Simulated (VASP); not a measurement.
Consider the following.

```yaml
crystal:
  lattice:
    - [2.98748, 0.00000, 0.00000]
    - [-1.49374, 2.58723, 0.00000]
    - [0.00000, 0.00000, 16.42898]
  atoms:
    - { symbol: Hf, position: [0.00000, 0.00000, 0.50000] }
    - { symbol: O, position: [0.33333, 0.66667, 0.57392] }
    - { symbol: O, position: [0.66667, 0.33333, 0.42608] }
```

These are PBE GGA, VASP's PBE PAW potentials (set 64) (plane waves; VASP) values and carry that method's errors. Settings: 400 eV cut-off, 9×9×1 Γ-centred mesh, Fermi-Dirac smearing of 0.14 eV, potentials Hf_pv O.

The cell holds a wide vacuum, so values per volume refer to the whole cell.

Task: What does the run give for the energy per atom (σ→0), largest force?

Result: 
| Quantity | Result |
|---|---|
| energy per atom (σ→0) | -9.572 eV/atom |
| largest force | 2.581 eV/Å |

The cell is a sheet with vacuum, built from a generated structure.
